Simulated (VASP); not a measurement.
An input for Ansatz (written as the equivalent of a VASP run, and not itself run):

Ansatz 0.2 input:
```yaml
crystal:
  lattice:
    - [-1.9066975, 1.9066975, 3.8155910]
    - [1.9066975, -1.9066975, 3.8155910]
    - [1.9066975, 1.9066975, -3.8155910]
  atoms:
    - { symbol: Ru, position: [0.0000000, 0.0000000, 0.0000000] }
    - { symbol: Ir, position: [0.7500000, 0.2500000, 0.5000000] }
    - { symbol: Ir, position: [0.2500000, 0.7500000, 0.5000000] }
    - { symbol: Ir, position: [0.5000000, 0.5000000, 0.0000000] }
kpoints:
  mp_grid: { grid: [10, 10, 10] }
hamiltonian:
  xc: pbesol
  pseudopotentials: { kind: paw }
scf:
  occupations: { method: methfessel_paxton, width: 0.1 }
  max_iter: 100
output: { forces: true, stress: true, eigenvalues: true }
```

Question: Translate this input to VASP (INCAR, KPOINTS, POSCAR, choice of POTCAR).

Answer: One answer among several that fit: 
**KPOINTS**
```
Automatic mesh
0
Gamma
10 10 10
0 0 0
```

POSCAR:
```
Ir3Ru
1
   -1.9066974724     1.9066974724     3.8155910021
    1.9066974724    -1.9066974724     3.8155910021
    1.9066974724     1.9066974724    -3.8155910021
Ru Ir
1 3
Direct
  0.0000000000   0.0000000000   0.0000000000
  0.7500000000   0.2500000000   0.5000000000
  0.2500000000   0.7500000000   0.5000000000
  0.5000000000   0.5000000000   0.0000000000
```

**INCAR**
```
SYSTEM = Ir3Ru
PREC = Accurate; ENCUT = 480; LREAL = .FALSE.
LASPH = .TRUE.
EDIFF = 1E-7; NELM = 100; ALGO = Normal
LMAXMIX = 6
ISMEAR = 1; SIGMA = 0.1
GGA = PS
ISIF = 2
LWAVE = .FALSE.; LCHARG = .FALSE.
```

POTCAR, in this order: Ru_pv Ir (PBE.64 set). Program: vasp_std.

The two are equivalent in intent, not identical: each code has its own PAW files, so the cut-off isn't converted (ENCUT is set for VASP's; basis.ecutwfc is left out, and Ansatz then takes the one that its files recommend); Ansatz stops its SCF on the density residual and VASP on the energy change (EDIFF).

The structure comes from a computed database's Ir3Ru entry (I4/mmm); how it stands against other phases isn't given here. It was relaxed first.
